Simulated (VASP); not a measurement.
Wanted: the native input for a VASP 6.6.1 run.

| Item | Value |
| --- | --- |
| Task | single point |
| Functional | HSE(alpha, omega) |
| Potentials or basis | VASP PAW PBE potentials, release 64 (Sr_sv, S, O) |
| Cutoff | 520 eV |
| k mesh | 4 × 4 × 3 |
| Occupations | fermi-dirac, width 0.05 eV |
| Spin | no spin polarisation |
| Share of exact exchange | 0.15 |
| Grid for exact exchange (PRECFOCK) | Fast |
| Further INCAR settings | ALGO = Normal; EDIFF = 1e-07; NBANDS = 24 |

The system is Sr2SO.

```
CELL_PARAMETERS angstrom
4.04324 0.00000 0.00000
0.00000 4.04324 0.00000
0.00000 0.00000 5.71800
ATOMIC_POSITIONS crystal
Sr 0.50000 0.50000 0.50000
Sr 0.00000 0.00000 0.00000
S 0.00000 0.00000 0.50000
O 0.50000 0.50000 0.00000
```

The cell comes from a database or a generator and needn't be the stable form of this composition.

The input as run:

POSCAR

```
Sr2SO
1.0
    4.0432370000      0.0000000000      0.0000000000
    0.0000000000      4.0432370000      0.0000000000
    0.0000000000      0.0000000000      5.7180000000
Sr S O
2 1 1
Direct
    0.5000000000      0.5000000000      0.5000000000
    0.0000000000      0.0000000000      0.0000000000
    0.0000000000      0.0000000000      0.5000000000
    0.5000000000      0.5000000000      0.0000000000
```

INCAR.step1

```
SYSTEM = Sr2SO
PREC     = Accurate       ! precision mode
ENCUT    = 520            ! plane-wave cutoff, eV
EDIFF    = 1E-5           ! SCF threshold, eV
ISMEAR   = -1             ! smearing method
SIGMA    = 0.05           ! smearing width, eV
LREAL    = .FALSE.        ! projectors in reciprocal space
LASPH    = .TRUE.         ! aspherical terms in the spheres
NELM     = 80             ! most SCF steps
ALGO     = Normal         ! electronic algorithm
ISIF     = 2              ! what is computed and relaxed
LWAVE    = .TRUE.         ! write WAVECAR
LCHARG   = .FALSE.        ! write CHGCAR
NBANDS   = 24             ! bands
GGA      = PE             ! functional
```

INCAR.step2

```
SYSTEM = Sr2SO
PREC     = Accurate       ! precision mode
ENCUT    = 520            ! plane-wave cutoff, eV
EDIFF    = 1E-7           ! SCF threshold, eV
ISMEAR   = -1             ! smearing method
SIGMA    = 0.05           ! smearing width, eV
LREAL    = .FALSE.        ! projectors in reciprocal space
LASPH    = .TRUE.         ! aspherical terms in the spheres
NELM     = 80             ! most SCF steps
ALGO     = Normal         ! electronic algorithm
ISIF     = 2              ! what is computed and relaxed
LWAVE    = .FALSE.        ! write WAVECAR
LCHARG   = .FALSE.        ! write CHGCAR
GGA      = PE             ! functional
LHFCALC  = .TRUE.         ! exact exchange
HFSCREEN = 0.2            ! screening, 1/A
AEXX     = 0.15           ! exact-exchange fraction
PRECFOCK = Fast         
NBANDS   = 24             ! bands
ISTART   = 1
```

KPOINTS

```
regular mesh
0
G
  4 4 3
  0 0 0
```

Potentials or basis: VASP PAW PBE potentials, release 64 (Sr_sv, S, O).

The run is started by

```bash
$ cat potpaw_PBE.64/Sr_sv/POTCAR potpaw_PBE.64/S/POTCAR potpaw_PBE.64/O/POTCAR > POTCAR
$ cp INCAR.step1 INCAR
$ mpirun -np 1 vasp_std > vasp.out
$ cp INCAR.step2 INCAR
$ mpirun -np 1 vasp_std > vasp.out
```

Results of the run:

* Pressure: -0.6 GPa
* Band gap on the k mesh: 2.91 eV, direct

Caveat: the PAW data sets were made with another functional, which shifts forces and pressure a little; an odd mesh through Γ misses points on the zone boundary, where band edges often lie.

Run time: 21 min on 1 thread of Intel(R) Xeon(R) Platinum 8488C (Sapphire Rapids), on a shared host, peak memory 0.33 GiB.
